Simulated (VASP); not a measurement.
An input for Quantum ESPRESSO's pw.x (written as the equivalent of a VASP run, and not itself run):

```
&CONTROL
  calculation = 'vc-relax'
  pseudo_dir = './pseudo'
  outdir = './out'
  tprnfor = .true.
  tstress = .true.
  nstep = 40
  forc_conv_thr = 0.00078
/
&SYSTEM
  ibrav = 0
  nat = 3
  ntyp = 2
  ecutwfc = 86
  occupations = 'smearing'
  smearing = 'gaussian'
  degauss = 0.003675
  input_dft = 'pbe'
/
&ELECTRONS
  conv_thr = 7.3e-08
  electron_maxstep = 100
/
&IONS
/
&CELL
/
ATOMIC_SPECIES
  Zr 91.224 Zr.upf
  Se 78.971 Se.upf
CELL_PARAMETERS angstrom
     1.9020944   -3.2945244    0.0000000
     1.9020944    3.2945244   -0.0000000
     0.0000000   -0.0000000    6.6444024
ATOMIC_POSITIONS crystal
  Zr   0.0000000  0.0000000  0.0000000
  Se   0.3333330  0.6666670  0.2378291
  Se   0.6666670  0.3333330  0.7621709
K_POINTS automatic
  7 7 4 0 0 0
```

Question: Write the VASP files for the same calculation (PBE).

Answer: Several could match; the one computed here: 
POSCAR:
```
ZrSe2
1
    1.9020944314    -3.2945244297     0.0000000000
    1.9020944314     3.2945244297    -0.0000000000
    0.0000000000    -0.0000000000     6.6444023995
Zr Se
1 2
Direct
  0.0000000000   0.0000000000   0.0000000000
  0.3333330000   0.6666670000   0.2378290880
  0.6666670000   0.3333330000   0.7621709120
```

### KPOINTS
```
Automatic mesh
0
Gamma
7 7 4
0 0 0
```

### INCAR
```
SYSTEM = ZrSe2
PREC = Accurate; ENCUT = 500; LREAL = F
LASPH = T
EDIFF = 1E-6; NELM = 100; ALGO = Normal
LMAXMIX = 4
ISMEAR = 0; SIGMA = 0.05
GGA = PE
IBRION = 2; NSW = 40; ISIF = 3
EDIFFG = -0.02
LWAVE = F; LCHARG = F
```

POTCAR, in this order: Zr_sv Se (PBE.64 set). Program: vasp_std.

Limits of the translation: the potentials are each code's own (VASP's PAW set, PseudoDojo norm-conserving files in pw.x), so ENCUT and ecutwfc are chosen apart and not converted; conv_thr bounds pw.x's estimated SCF error, while EDIFF bounds the energy change between steps; forc_conv_thr acts on force components and is met together with etot_conv_thr.

The compound is ZrSe2 in the 1T layered structure. This run relaxes it. Symmetry was kept, so distortions that lower it aren't found.
